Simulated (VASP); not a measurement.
A convergence study with VASP on BAs (zinc blende): one setting is varied, all else stays as given below, so the limit is that of these other settings. Each run relaxes cell and ions from the cell shown. The basis is that of the starting cell, so low cut-offs carry a Pulay error.

```
AsB
1.0
    0.00000     2.39000     2.39000
    2.39000     0.00000     2.39000
    2.39000     2.39000     0.00000
B As
1 1
Direct
  0.00000   0.00000   0.00000
  0.25000   0.25000   0.25000
```

Method: LDA (Ceperley-Alder, Perdew-Zunger), VASP's LDA PAW potentials (set 64) (plane waves; VASP 6.6.1). The tightest run used: 800 eV cut-off, 8×8×8 Γ-centred mesh, Gaussian smearing of 0.050 eV, potentials B As.

Gaps are read on the run's mesh, which can miss a band edge.

The settings run are ENCUT = 250; ENCUT = 300; ENCUT = 350; ENCUT = 400; ENCUT = 450; ENCUT = 500; ENCUT = 550; ENCUT = 600; ENCUT = 650; ENCUT = 700; ENCUT = 750; ENCUT = 800. From which on does the relaxed volume stay within 0.1 Å³/atom of the tightest run?

From ENCUT = 300 on: it is off by 0.058 there and by no more than 0.1 in any finer run, while ENCUT = 250 is off by 0.191.
```
setting      relaxed volume (Å³/atom)  E (eV/atom)  gap on the mesh (eV)  plane waves  difference judged (Å³/atom)
-----------  ------------------------  -----------  --------------------  -----------  ---------------------------
ENCUT = 250                    13.143      -6.4395                 1.102          259                        0.191
ENCUT = 300                    13.276      -6.4578                 1.114          332                        0.058
ENCUT = 350                    13.320      -6.4614                 1.117          416                        0.014
ENCUT = 400                    13.332      -6.4620                 1.118          531                        0.001
ENCUT = 450                    13.333      -6.4619                 1.119          609                        0.000
ENCUT = 500                    13.332      -6.4621                 1.119          702                        0.001
ENCUT = 550                    13.332      -6.4624                 1.119          821                        0.002
ENCUT = 600                    13.332      -6.4627                 1.119          941                        0.002
ENCUT = 650                    13.332      -6.4629                 1.119         1036                        0.002
ENCUT = 700                    13.333      -6.4630                 1.119         1174                        0.001
ENCUT = 750                    13.333      -6.4630                 1.119         1288                        0.000
ENCUT = 800                    13.334      -6.4630                 1.119         1424                        0.000
```

Left out are rungs that failed or repeat a setting and relaxations that didn't move; long series are thinned to 24 rows.

The compound is BAs in the zinc blende structure.
